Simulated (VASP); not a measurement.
Runs of VASP 6.6.1 on BiTe. Symmetry: Fm-3m, No. 225, cubic system. The conventional cell has a = 6.470 Å, b = 6.470 Å, c = 6.470 Å, α = 90.00°, β = 90.00°, γ = 90.00°. Bi (site symmetry m-3m) is surrounded by 6 Te at 3.23 Å. Te (site symmetry m-3m) has 6 Bi at 3.23 Å as nearest neighbours. 

```tsv
screening parameter	gap on the mesh (eV)	pressure (GPa)
0.3	none	-1.1
0.6	none	-0.3
0.1	none	-1.9
0.15	none	-1.7
0.2	none	(b)
0.4	none	(a)
```

Alike in all rows: task single point; level HSE(alpha, omega); potentials or basis VASP PAW PBE potentials, release 64 (Bi_d, Te); no spin polarisation; cell as given; k mesh 4 × 4 × 4; cutoff (eV) 520; smearing fermi-dirac 0.05 eV; the mesh is coarse, so values aren't converged.

Fill in the values left out.

(a) -0.8; (b) -1.5.

Caveats: all runs use coarse meshes; the PAW data sets were made with another functional, which shifts forces and pressure a little; spin-orbit coupling is left out, which moves the levels of the heavy elements.

A k mesh can miss the band edges, and the runs leave out spin-orbit coupling on Bi, Te.

A gap of «none» marks a metal or a gap under the smearing width.
